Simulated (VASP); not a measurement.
Given:

```yaml
crystal:
  lattice:
    - [0.00000, 1.83873, 1.83873]
    - [1.83873, 0.00000, 1.83873]
    - [1.83873, 1.83873, 0.00000]
  atoms:
    - { symbol: Cu, position: [0.00000, 0.00000, 0.00000] }
```

Computed with RPBE GGA, VASP's PBE PAW potentials (set 64) (plane waves; VASP). Settings: 520 eV cut-off, 15×15×15 Γ-centred mesh, first-order Methfessel-Paxton smearing of 0.10 eV, potentials Cu.

### Question
What does the run give for the energy per atom (σ→0), band gap (on the k-mesh) with the smallest direct gap where there is one?

### Answer

| Property | Value |
|---|---|
| band gap (on the k-mesh) | none (metal, semimetal or under 0.01 eV) |
| energy per atom (σ→0) | -3.253 eV/atom |

The absolute energy has meaning only against runs of the same code, potentials and settings.

The compound is Cu in the fcc structure. It was relaxed first, which changed the volume by +6 %. The start is the result of an earlier pass.
